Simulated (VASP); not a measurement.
Input:

```xyz
1
Lattice="-1.5150 1.5150 1.5150 1.5150 -1.5150 1.5150 1.5150 1.5150 -1.5150" Properties=species:S:1:pos:R:3 pbc="T T T"
V      0.0000     0.0000     0.0000
```

Computed with r2SCAN meta-GGA, VASP's PBE PAW potentials (set 64) (plane waves; VASP). Numerical set-up: 480 eV cut-off, 15×15×15 Γ-centred mesh, first-order Methfessel-Paxton smearing of 0.10 eV, potentials V_sv.

Energy and stress use the plane-wave basis of the starting cell.

Q: The ions, cell shape and volume are relaxed. Give the cell that the relaxation ends in.

A: 
```xyz
1
Lattice="-1.4915 1.4915 1.4915 1.4915 -1.4915 1.4915 1.4915 1.4915 -1.4915" Properties=species:S:1:pos:R:3 pbc="T T T"
V      2.9830     0.0000     0.0000
```
Space group Im-3m (229), at a tolerance of 0.03 Å.

Q: How do energy and volume change from the first to the last step?

A: The energy (σ→0) changes by -17.0 meV/atom and the volume by -4.6 %, in 4 ionic steps.

```tsv
step	E(σ→0) (eV)	max force (eV/Å)	pressure (GPa)	volume (Å³)
1	-14.1147	0.000	-8.29	13.91
2	-14.1025	0.000	13.05	12.51
3	-14.1317	0.000	-0.12	13.28
4	-14.1317	0.000	0.06	13.27
```

The compound is V in the bcc structure. This run relaxes it. Symmetry was kept, so distortions that lower it aren't found. The run is not spin-polarised, so no magnetic state was tried.
